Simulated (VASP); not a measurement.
The input files of a VASP run:

**POSCAR**
```
CuCl
1
    0.0000000000     2.6695421697     2.6695421697
    2.6695421697     0.0000000000     2.6695421697
    2.6695421697     2.6695421697     0.0000000000
Cu Cl
1 1
Direct
  0.0000000000   0.0000000000   0.0000000000
  0.2500000000   0.2500000000   0.2500000000
```

INCAR:
```
SYSTEM = CuCl
PREC = Accurate
ENCUT = 520
EDIFF = 1E-7
NELM = 100
ALGO = Normal
LREAL = .FALSE.
LASPH = .TRUE.
ISMEAR = 0
SIGMA = 0.05
GGA = PE
IVDW = 12
LMAXMIX = 4
LWAVE = .FALSE.
LCHARG = .FALSE.
ISIF = 2
```

KPOINTS:
```
Automatic mesh
0
Gamma
9 9 9
0 0 0
```

POTCAR, in this order: Cu Cl (PBE.64 set). Program: vasp_std.

### Question
Translate this PBE-D3(BJ) calculation to Quantum ESPRESSO's pw.x.

### Answer
One equivalent input (not run):
```
&CONTROL
  calculation = 'scf'
  pseudo_dir = './pseudo'
  outdir = './out'
  tprnfor = .true.
  tstress = .true.
/
&SYSTEM
  ibrav = 0
  nat = 2
  ntyp = 2
  ecutwfc = 92
  occupations = 'smearing'
  smearing = 'gaussian'
  degauss = 0.003675
  input_dft = 'pbe'
  vdw_corr = 'grimme-d3'
  dftd3_version = 4
  dftd3_threebody = .false.
/
&ELECTRONS
  conv_thr = 7.3e-09
  electron_maxstep = 100
/
ATOMIC_SPECIES
  Cu 63.546 Cu.upf
  Cl 35.450 Cl.upf
CELL_PARAMETERS angstrom
     0.0000000    2.6695422    2.6695422
     2.6695422    0.0000000    2.6695422
     2.6695422    2.6695422    0.0000000
ATOMIC_POSITIONS crystal
  Cu   0.0000000  0.0000000  0.0000000
  Cl   0.2500000  0.2500000  0.2500000
K_POINTS automatic
  9 9 9 0 0 0
```
Limits of the translation: the potentials are each code's own (VASP's PAW set, PseudoDojo norm-conserving files in pw.x), so ENCUT and ecutwfc are chosen apart and not converted; conv_thr bounds pw.x's estimated SCF error, while EDIFF bounds the energy change between steps.

The compound is CuCl in the zinc blende structure. It was relaxed first.
